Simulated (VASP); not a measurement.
Input for VASP

POSCAR:
```
NbC
1.0
  0.0000000000   2.2350000000   2.2350000000
  2.2350000000   0.0000000000   2.2350000000
  2.2350000000   2.2350000000   0.0000000000
Nb C
1 1
direct
  0.0000000000   0.0000000000   0.0000000000
  0.5000000000   0.5000000000   0.5000000000
```

KPOINTS:
```
K-points
0
G
 13 13 13
0 0 0
```

### INCAR
```
# general
SYSTEM  = NbC
PREC    = Accurate
ENCUT   = 530
LREAL   = .FALSE.
LASPH   = .TRUE.

# electronic loop
EDIFF   = 1E-6
NELM    = 100
ALGO    = Normal
LMAXMIX = 4

# smearing
ISMEAR  = 1
SIGMA   = 0.1

# functional
GGA     = PS

# ions
IBRION  = 2
NSW     = 60
ISIF    = 3
EDIFFG  = -0.01

# output
LWAVE   = .FALSE.
LCHARG  = .FALSE.
```

POTCAR, in this order: Nb_sv C (PBE.64 set). Program: vasp_std.

Question: Translate this PBEsol calculation to Ansatz.

Answer: One equivalent input (not run):
Ansatz 0.2 input:
```yaml
crystal:
  lattice:
    - [0.0000000, 2.2350000, 2.2350000]
    - [2.2350000, 0.0000000, 2.2350000]
    - [2.2350000, 2.2350000, 0.0000000]
  atoms:
    - { symbol: Nb, position: [0.0000000, 0.0000000, 0.0000000] }
    - { symbol: C, position: [0.5000000, 0.5000000, 0.5000000] }
kpoints:
  mp_grid: { grid: [13, 13, 13] }
hamiltonian:
  xc: pbesol
  pseudopotentials: { kind: paw }
scf:
  occupations: { method: methfessel_paxton, width: 0.1 }
  max_iter: 100
relax:
  max_steps: 60
  f_tol: 0.01
  cell: {}
output: { forces: true, stress: true, eigenvalues: true }
```
The two are equivalent in intent, not identical: each code has its own PAW files, so the cut-off isn't converted (ENCUT is set for VASP's; basis.ecutwfc is left out, and Ansatz then takes the one that its files recommend); Ansatz stops its SCF on the density residual and VASP on the energy change (EDIFF).

The compound is NbC in the rock salt structure. This run relaxes it. Symmetry was kept, so distortions that lower it aren't found.
